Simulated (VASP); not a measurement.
An input for Ansatz (written as the equivalent of a VASP run, and not itself run):

Ansatz 0.2 input:
```yaml
crystal:
  lattice:
    - [0.0000000, 3.1381150, 3.1381150]
    - [3.1381150, 0.0000000, 3.1381150]
    - [3.1381150, 3.1381150, 0.0000000]
  atoms:
    - { symbol: Pb, position: [0.0000000, 0.0000000, 0.0000000] }
    - { symbol: Se, position: [0.5000000, 0.5000000, 0.5000000] }
kpoints:
  mp_grid: { grid: [9, 9, 9] }
hamiltonian:
  xc: lda
  pseudopotentials: { kind: paw }
scf:
  occupations: { method: gaussian, width: 0.05 }
  max_iter: 100
output: { forces: true, stress: true, eigenvalues: true }
```

**Question.** Translate this input to VASP (INCAR, KPOINTS, POSCAR, choice of POTCAR).

**Answer.** This is not unique; one that fits is 
**KPOINTS**
```
Regular mesh
0
G
9 9 9
```

**POSCAR**
```
PbSe
1
    0.0000000000     3.1381150000     3.1381150000
    3.1381150000     0.0000000000     3.1381150000
    3.1381150000     3.1381150000     0.0000000000
Pb Se
1 1
Direct
  0.0000000000   0.0000000000   0.0000000000
  0.5000000000   0.5000000000   0.5000000000
```

**INCAR**
```
# general
SYSTEM   =  PbSe
PREC     =  Accurate
ENCUT    =  300   # plane-wave cut-off (eV)
LREAL    =  F
LASPH    =  T   # aspherical one-centre terms

# electronic loop
EDIFF    =  1E-6   # SCF stop (eV)
NELM     =  100   # most electronic steps
ALGO     =  Normal
LMAXMIX  =  4

# smearing
ISMEAR   =  0
SIGMA    =  0.05   # width (eV)

# ions
ISIF     =  2   # forces and stress, cell fixed

# output
LWAVE    =  F
LCHARG   =  F
```

POTCAR, in this order: Pb_d Se (LDA.64 set). Program: vasp_std.

Limits of the translation: each code has its own PAW files, so the cut-off isn't converted (ENCUT is set for VASP's; basis.ecutwfc is left out, and Ansatz then takes the one that its files recommend); Ansatz stops its SCF on the density residual and VASP on the energy change (EDIFF); Ansatz's lda is the Perdew-Wang form, while the LDA potentials of VASP carry Perdew-Zunger's.

The structure comes from a computed database's PbSe entry; how it stands against other phases isn't given here. The cell was not relaxed at this level.
